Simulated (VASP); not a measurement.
Wanted: the native input for a VASP 6.6.1 run.

* Task: density of states
* Functional: PBE
* Potentials or basis: VASP PAW PBE potentials, release 64 (Ta_pv, Ni, O)
* Cutoff: 520 eV
* k mesh: 7 × 7 × 7
* Occupations: fermi-dirac, width 0.05 eV
* Spin: collinear spin, ferromagnetic start
* Starting moments: [0.0, 0.0, 0.0, 0.0, 1.0, 0.0, 0.0, 0.0, 0.0, 0.0, 0.0, 0.0, 0.0, 0.0, 0.0, 0.0] μB
* k mesh for the DOS: 11 × 11 × 11
* Occupations for the DOS: tetrahedron
* Further INCAR settings: ALGO = Normal; EDIFF = 1e-06

Crystal: Ta4NiO11.

```
Ta Ni O
1.0
     1.95495  -14.82973    0.00000
     1.95495   14.82973    0.00000
     0.00000    0.00000    3.88590
Ta Ni O
4 1 11
Direct
  0.20437 0.79563 0.00000
  0.92451 0.07549 0.00000
  0.07549 0.92451 0.00000
  0.79563 0.20437 0.00000
  0.50000 0.50000 0.00000
  0.13987 0.86013 0.00000
  0.72107 0.27893 0.00000
  0.43645 0.56355 0.00000
  0.56355 0.43645 0.00000
  0.00000 0.00000 0.00000
  0.86013 0.13987 0.00000
  0.27893 0.72107 0.00000
  0.92790 0.07210 0.50000
  0.07210 0.92790 0.50000
  0.79436 0.20564 0.50000
  0.20564 0.79436 0.50000
```

The cell was built by a generator and needn't be a form met in nature.

The input as run:

POSCAR

```
Ta4NiO11
1.0
    1.9549500000    -14.8297300000      0.0000000000
    1.9549500000     14.8297300000      0.0000000000
    0.0000000000      0.0000000000      3.8859000000
Ta Ni O
4 1 11
Direct
    0.2043700000      0.7956300000      0.0000000000
    0.9245100000      0.0754900000      0.0000000000
    0.0754900000      0.9245100000      0.0000000000
    0.7956300000      0.2043700000      0.0000000000
    0.5000000000      0.5000000000      0.0000000000
    0.1398700000      0.8601300000      0.0000000000
    0.7210700000      0.2789300000      0.0000000000
    0.4364500000      0.5635500000      0.0000000000
    0.5635500000      0.4364500000      0.0000000000
    0.0000000000      0.0000000000      0.0000000000
    0.8601300000      0.1398700000      0.0000000000
    0.2789300000      0.7210700000      0.0000000000
    0.9279000000      0.0721000000      0.5000000000
    0.0721000000      0.9279000000      0.5000000000
    0.7943600000      0.2056400000      0.5000000000
    0.2056400000      0.7943600000      0.5000000000
```

INCAR.step1

```
SYSTEM = Ta4NiO11
PREC = Accurate
ENCUT = 520
EDIFF = 1E-6
ISMEAR = -1
SIGMA = 0.05
LREAL = .FALSE.
LASPH = .TRUE.
NELM = 150
ALGO = Normal
ISIF = 2
LWAVE = .FALSE.
LCHARG = .TRUE.
ISPIN = 2
MAGMOM = 0 0 0 0 1 0 0 0 0 0 0 0 0 0 0 0
LMAXMIX = 4
GGA = PE
KPAR = 4
```

KPOINTS.step1

```
Automatic mesh
0
G
  7 7 7
  0 0 0
```

INCAR.step2

```
SYSTEM = Ta4NiO11
PREC = Accurate
ENCUT = 520
EDIFF = 1E-6
ISMEAR = -5
SIGMA = 0.05
LREAL = .FALSE.
LASPH = .TRUE.
NELM = 150
ALGO = Normal
ISIF = 2
LWAVE = .FALSE.
LCHARG = .FALSE.
ISPIN = 2
MAGMOM = 0 0 0 0 1 0 0 0 0 0 0 0 0 0 0 0
LORBIT = 11
LMAXMIX = 4
GGA = PE
KPAR = 4
NEDOS = 2001
ICHARG = 11
```

KPOINTS.step2

```
Automatic mesh
0
G
  11 11 11
  0 0 0
```

Potentials or basis: VASP PAW PBE potentials, release 64 (Ta_pv, Ni, O).

The run is started by

```sh
$ cat potpaw_PBE.64/Ta_pv/POTCAR potpaw_PBE.64/Ni/POTCAR potpaw_PBE.64/O/POTCAR > POTCAR
$ cp INCAR.step1 INCAR
$ cp KPOINTS.step1 KPOINTS
$ mpirun -np 4 vasp_std > vasp.out
$ cp INCAR.step2 INCAR
$ cp KPOINTS.step2 KPOINTS
$ mpirun -np 4 vasp_std > vasp.out
```

It gave:

```
Net moment                                            : -0.85 μB per cell
Site moments                                          : Ta +0.00; Ni -0.65; O +0.00, -0.01, -0.08, -0.00 μB
Valence electrons inside the program's atomic spheres : Ta 8.74, 8.77; Ni 9.21; O 5.10, 4.99, 5.08
```

Caveat: a cell with one magnetic atom can't hold antiferromagnetic order, which such compounds often take; semilocal functionals often make such compounds metallic where correlation or magnetic order opens a gap, which also shifts bond lengths.

Run time: 59 min on 4 MPI ranks on Intel(R) Xeon(R) 6975P-C (Granite Rapids), on a shared host, peak memory 4.4 GiB a rank.
